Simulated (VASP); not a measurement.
Here is a VASP 6.6.1 calculation.

File INCAR:

```
ALGO = Fast ; EDIFF = 1E-4
EDIFFG = -0.08 ; ENCUT = 520
GGA = PE ; IBRION = 2
ISIF = 3 ; ISMEAR = 0
LASPH = T ; LCHARG = F
LREAL = F ; LWAVE = F
NELM = 60 ; NSW = 24
PREC = Normal ; SIGMA = 0.15
```

Contents of KPOINTS:

```
k-points
0
Gamma
  4 4 4
```

The input POSCAR:

```
Nb3B5
1.0
    4.7933059000      0.0000000000      0.0000000000
   -2.3966529500      4.1511246800      0.0000000000
    0.0000000000      0.0000000000      5.1445995500
Nb B
3 5
Direct
    0.5000000000      0.0000000000      0.5000000000
    0.0000000000      0.5000000000      0.5000000000
    0.5000000000      0.5000000000      0.5000000000
    0.5000000000      0.0000000000      0.0000000000
    0.0000000000      0.5000000000      0.0000000000
    0.5000000000      0.5000000000      0.0000000000
    0.0000000000      0.0000000000      0.6890446400
    0.0000000000      0.0000000000      0.3109553600
```

Potentials or basis: VASP PAW PBE potentials, release 64 (Nb_sv, B).

Launch:

```bash
$ cat potpaw_PBE.64/Nb_sv/POTCAR potpaw_PBE.64/B/POTCAR > POTCAR
$ mpirun -np 1 vasp_std > vasp.out
```

Question: Predict the band gap on the k mesh.

Answer: None (metal or under the smearing width).

Question: Predict the relaxed volume.

Answer: 12.91 Å³/atom.

Question: Estimate the relaxed cell.

Answer: a = 5.133 Å, b = 5.133 Å, c = 4.528 Å, α = 90.00°, β = 90.00°, γ = 120.00°.

Final structure:
```
Nb B
1.0
     5.13266    0.00000    0.00000
    -2.56633    4.44502    0.00000
     0.00000    0.00000    4.52835
Nb B
3 5
Direct
  0.50000 0.00000 0.50000
  0.00000 0.50000 0.50000
  0.50000 0.50000 0.50000
  0.50000 0.00000 0.00000
  0.00000 0.50000 0.00000
  0.50000 0.50000 0.00000
  0.00000 0.00000 0.68574
  0.00000 0.00000 0.31426
```

Caveat: the k mesh is coarse (spacing up to 0.38 Å⁻¹), so the values aren't converged.
